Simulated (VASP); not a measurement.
# Y3Ge (I4/mmm) in VASP: a series of runs, part 2 of 2

VASP 6.6.1. The steps go on from the part before.

### 3 Relaxation of cell and atoms, revPBE

INCAR

```
SYSTEM = Y3Ge
PREC = Accurate
ENCUT = 600
EDIFF = 1E-7
ISMEAR = -1
SIGMA = 0.05
LREAL = .FALSE.
LASPH = .TRUE.
NELM = 60
ALGO = Normal
ISIF = 3
LWAVE = .FALSE.
LCHARG = .FALSE.
GGA = RE
IBRION = 2
NSW = 40
EDIFFG = -0.01
```

KPOINTS

```
Automatic mesh
0
G
  6 6 6
  0 0 0
```

POSCAR

```
Y3Ge
1.0
   -2.2653940000      2.2653940000      5.1970200000
    2.2653940000     -2.2653940000      5.1970200000
    2.2653940000      2.2653940000     -5.1970200000
Y Ge
3 1
Direct
    0.5000000000      0.5000000000      0.0000000000
    0.2500000000      0.7500000000      0.5000000000
    0.7500000000      0.2500000000      0.5000000000
    0.0000000000      0.0000000000      0.0000000000
```

Potentials or basis: VASP PAW PBE potentials, release 64 (Y_sv, Ge_d).

Command:

```
cat potpaw_PBE.64/Y_sv/POTCAR potpaw_PBE.64/Ge_d/POTCAR > POTCAR
mpirun -np 1 vasp_std > vasp.out
```

OUTCAR:

```text
SYSTEM = Y3Ge
   PREC = Accurate
   ENCUT = 600
   EDIFF = 1E-7
   ISMEAR = -1
   LREAL = .FALSE.
   LASPH = .TRUE.
   NELM = 60
   ISIF = 3
   GGA = RE
   IBRION = 2
   NSW = 40
   EDIFFG = -0.01

 ion  position               nearest neighbor table
   1  0.500  0.500  0.000-   4 3.20   4 3.20   4 3.20   4 3.20   2 3.45   2 3.45   3 3.45   3 3.45
                             3 3.45   2 3.45   3 3.45   2 3.45
   2  0.250  0.750  0.500-   3 3.20   3 3.20   3 3.20   3 3.20   4 3.45   4 3.45   1 3.45   1 3.45
                             4 3.45   1 3.45   4 3.45   1 3.45
   3  0.750  0.250  0.500-   2 3.20   2 3.20   2 3.20   2 3.20   1 3.45   1 3.45   4 3.45   4 3.45
                             4 3.45   1 3.45   4 3.45   1 3.45
   4  0.000  0.000  0.000-   1 3.20   1 3.20   1 3.20   1 3.20   3 3.45   3 3.45   2 3.45   2 3.45
                             3 3.45   2 3.45   3 3.45   2 3.45

  LATTYP: Found a body centered tetragonal cell.
 ALAT       =     4.5307880000
 C/A-ratio  =     2.2940910058

  Lattice vectors:

 A1 = (  -2.2653940000,   2.2653940000,   5.1970200000)
 A2 = (   2.2653940000,  -2.2653940000,   5.1970200000)
 A3 = (   2.2653940000,   2.2653940000,  -5.1970200000)

Analysis of symmetry for initial positions (statically):
=====================================================================
 Subroutine PRICEL returns:
 Original cell was already a primitive cell.

 Routine SETGRP: Setting up the symmetry group for a
 body centered tetragonal supercell.

 Subroutine GETGRP returns: Found 16 space group operations
 (whereof 16 operations were pure point group operations)
 out of a pool of 16 trial point group operations.

The static configuration has the point symmetry D_4h.

Analysis of symmetry for dynamics (positions and initial velocities):
=====================================================================
 Subroutine PRICEL returns:
 Original cell was already a primitive cell.

 Routine SETGRP: Setting up the symmetry group for a
 body centered tetragonal supercell.

 Subroutine GETGRP returns: Found 16 space group operations
 (whereof 16 operations were pure point group operations)
 out of a pool of 16 trial point group operations.

The dynamic configuration has the point symmetry D_4h.

 Subroutine INISYM returns: Found 16 space group operations
[... 108 lines left out ...]
   ISYM   =      2    0-nonsym 1-usesym 2-fastsym
   POTIM  = 0.5000    time-step for ionic-motion
   TEBEG  =    0.0;   TEEND  =   0.0 temperature during run
   PSTRESS=    0.0 pullay stress
   NELECT =      47.0000    total number of electrons
   NUPDOWN=      -1.0000    fix difference up-down
   EMIN   =  10.00;   EMAX   =-10.00  energy-range for DOS
   EFERMI =   0.00;   METHOD = LEGACY
   ISMEAR =    -1;   SIGMA  =   0.05  broadening in eV -4-tet -1-fermi 0-gaus
   EFERMI_NEDOS =   21; number of points for ismear=-14 and -15
   IALGO  =     38    algorithm
   IMIX   =      4    mixing-type and parameters
     AMIX     =   0.40;   BMIX     =  1.00
     AMIX_MAG =   1.60;   BMIX_MAG =  1.00
  volume/ion in A,a.u.               =      26.67       179.99
  Fermi-wavevector in a.u.,A,eV,Ry     =   1.245681  2.353996 21.112447  1.551721
  Thomas-Fermi vector in A             =   2.379892
   LORBIT       =      0    0 simple, 1 ext, 2 COOP (PROOUT), +10 PAW based schemes
   GGA     = RE    functional components
   LHFCALC =     F    Hartree Fock is set to
   AEXX    =    0.0000 exact exchange contribution
   IVDW    =     0    specifies the selected vdW correction
   LEPSILON=     F    determine dielectric tensor
   LRPA    =     F    only Hartree local field effects (RPA)
 conjugate gradient relaxation of ions
 non-spin polarized calculation
  energy-cutoff  :      600.00
  volume of cell :      106.68
 maximum number of plane-waves:      3608
 NGX is ok and might be reduce to    50
   NGX = 25   NGY = 25   NGZ = 25

--------------------------------------- Ionic step        1  -------------------------------------------

 number of electron      46.9999998 magnetization

 Free energy of the ion-electron system (eV)
  ---------------------------------------------------
  ext. energy  EPLUGINS =         0.00000000
  ---------------------------------------------------
  free energy    TOTEN  =       -23.85256077 eV

  energy without entropy =      -23.81580545  energy(sigma->0) =      -23.83418311

 E-fermi :   4.2316     XC(G=0): -10.0440

 val. band max:        4.2261259312   @ k =   0.1667   0.1667   0.0000
 cond. band min:       4.2439011035   @ k =   0.1667   0.1667   0.0000
 fundamental gap:      0.0177751724
 Fermi energy:         4.2315711030

 k-point     1 :       0.0000    0.0000    0.0000
  band No.  band energies     occupation
      1     -38.4683      2.00000
      2     -38.3593      2.00000
      3     -38.2737      2.00000
      4     -19.8129      2.00000
      5     -19.8064      2.00000
      6     -19.8064      2.00000
[... 848 lines left out ...]
--------------------------------------- Ionic step        4  -------------------------------------------

 number of electron      46.9999996 magnetization

 Free energy of the ion-electron system (eV)
  ---------------------------------------------------
  ext. energy  EPLUGINS =         0.00000000
  ---------------------------------------------------
  free energy    TOTEN  =       -23.85942455 eV

  energy without entropy =      -23.82266216  energy(sigma->0) =      -23.84104335

 E-fermi :   4.1125     XC(G=0):  -9.9576

 val. band max:        4.1069892181   @ k =   0.1667   0.1667   0.0000
 cond. band min:       4.1184423330   @ k =  -0.3333   0.1667  -0.0000
 fundamental gap:      0.0114531149
 Fermi energy:         4.1124849377

 k-point     1 :       0.0000    0.0000    0.0000
  band No.  band energies     occupation
      1     -38.6381      2.00000
      2     -38.5410      2.00000
      3     -38.4562      2.00000
      4     -19.9405      2.00000
      5     -19.9335      2.00000
      6     -19.9335      2.00000
[... 766 lines left out ...]
  FREE ENERGIE OF THE ION-ELECTRON SYSTEM (eV)
  ---------------------------------------------------
  free  energy   TOTEN  =       -23.8594245522 eV

  energy  without entropy=      -23.8226621575  energy(sigma->0) =      -23.84104335

 reached required accuracy - stopping structural energy minimisation
```

Wall time 6.3 min (1 thread of Intel Xeon 6975P-C (Granite Rapids), shared host); peak memory 0.46 GiB.

What came out:

| Property | Result |
| --- | --- |
| Free energy | -23.8594 eV |
| Relaxed volume | 27.22 Å³/atom |
| Relaxed cell | a = 6.148 Å, b = 6.148 Å, c = 6.148 Å, α = 136.45°, β = 136.45°, γ = 63.29° |
| Space group after relaxing (to 0.05 Å) | I4/mmm (No. 139) |
| Energy gained by relaxing | 1.7 meV/atom |
| Ionic steps | 4 |
| Pressure after relaxing | 0.0 GPa |
| Band gap on the k mesh | none (metal or under the smearing width) |

Step by step:
```tsv
step	energy change (eV)	largest force (eV/Å)	pressure (GPa)	volume (Å³)
1	0.0000	0.0000	1.01	106.68
2	-0.0065	0.0000	-0.20	109.31
3	-0.0068	0.0000	0.00	108.86
4	-0.0069	0.0000	0.00	108.88
```

Final structure:
```xyz
4
Lattice="-2.2805 2.2805 5.2336 2.2805 -2.2805 5.2336 2.2805 2.2805 -5.2336" Properties=species:S:1:pos:R:3 pbc="T T T"
Y     0.0000    0.0000    5.2336
Y     2.2805    0.0000    2.6168
Y     0.0000    2.2805    2.6168
Ge    2.2805   -2.2805    5.2336
```

Caveat: the PAW data sets were made with another functional, which shifts forces and pressure a little.

### 4 Relaxation of cell and atoms, BLYP

Changes to INCAR since step 3:

```diff
@@ -13,3 +13,7 @@
 LCHARG = .FALSE.
-GGA = RE
+GGA = B5
+ALDAX = 1.0
+AGGAX = 1.0
+AGGAC = 1.0
+ALDAC = 0.0
 IBRION = 2
```

KPOINTS is that of step 3.

POSCAR is that of step 3.

Command:

```
cat potpaw_PBE.64/Y_sv/POTCAR potpaw_PBE.64/Ge_d/POTCAR > POTCAR
mpirun -np 1 vasp_std > vasp.out
```

Wall time 15 min (1 thread of Intel Xeon 6975P-C (Granite Rapids), shared host); peak memory 0.46 GiB.

Results (log left out):

| Property | Result |
| --- | --- |
| Free energy | -21.3028 eV |
| Relaxed volume | 27.78 Å³/atom |
| Relaxed cell | a = 6.223 Å, b = 6.223 Å, c = 6.223 Å, α = 136.90°, β = 136.90°, γ = 62.59° |
| Space group after relaxing (to 0.05 Å) | I4/mmm (No. 139) |
| Energy gained by relaxing | 7.1 meV/atom |
| Ionic steps | 5 |
| Pressure after relaxing | 0.0 GPa |
| Band gap on the k mesh | none (metal or under the smearing width) |

The path:
```tsv
step	energy change (eV)	largest force (eV/Å)	pressure (GPa)	volume (Å³)
1	0.0000	0.0000	1.98	106.68
2	-0.0261	0.0000	-0.37	111.86
3	-0.0269	0.0000	-0.03	111.07
4	-0.0280	0.0000	-0.03	111.10
5	-0.0284	0.0000	-0.01	111.13
```

Final structure:
```
CELL_PARAMETERS angstrom
-2.28567 2.28567 5.31795
2.28567 -2.28567 5.31795
2.28567 2.28567 -5.31795
ATOMIC_POSITIONS crystal
Y 0.50000 0.50000 0.00000
Y 0.25000 0.75000 0.50000
Y 0.75000 0.25000 0.50000
Ge 0.00000 0.00000 0.00000
```

Levels at points of the mesh, in eV from the Fermi level:
```tsv
k point	band 21	band 22	band 23	band 24	band 25	band 26	band 27	band 28
(0.00, 0.00, 0.00)	-1.08	-1.08	-0.50	-0.23	0.29	0.68	1.21	1.21
(0.50, 0.00, 0.00)	-1.47	-0.82	-0.58	0.42	1.10	1.47	1.50	1.70
(0.50, 0.50, 0.00)	-1.50	-1.42	-1.27	0.11	0.62	0.86	1.03	2.06
(0.50, 0.50, 0.50)	-0.71	-0.51	-0.51	-0.30	-0.07	-0.07	0.23	1.95
```

Caveat: the PAW data sets were made with another functional, which shifts forces and pressure a little.

### 5 Summary

```tsv
level	gap on the mesh (eV)	pressure (GPa)	relaxed volume (Å³/atom)
RPBE	none	0.0	27.48
revPBE	none	0.0	27.22
BLYP	none	0.0	27.78
```

Alike in all rows: task relaxation of cell and atoms; potentials or basis VASP PAW PBE potentials, release 64 (Y_sv, Ge_d); no spin polarisation; cell relaxed; k mesh 6 × 6 × 6; cutoff (eV) 600; smearing fermi-dirac 0.05 eV.

Caveats: the PAW data sets were made with another functional, which shifts forces and pressure a little.

Absolute energies hang on the potentials; compare differences alone.
